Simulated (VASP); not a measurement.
Given:

```
AlNb
1.0
    0.00000     2.97257     2.97257
    2.97257     0.00000     2.97257
    2.97257     2.97257     0.00000
Nb Al
1 1
Direct
  0.00000   0.00000   0.00000
  0.25000   0.25000   0.25000
```

All values below come from PBE GGA, VASP's PBE PAW potentials (set 64) (plane waves; VASP 6.6.1). Settings: 400 eV cut-off, Gaussian smearing of 0.050 eV, potentials Nb_sv Al.

Question: What does the run give for the band gap (along the path) with the smallest direct gap where there is one?

Answer: 
| Item | Value |
|---|---|
| band gap (along the path) | none (metal, semimetal or under 0.01 eV) |

The absolute energy has meaning only against runs of the same code, potentials and settings.

The structure was generated: NbAl was put into the zinc blende type (F-43m), which need not be its known phase. It was relaxed first, which changed the volume by -26 %.
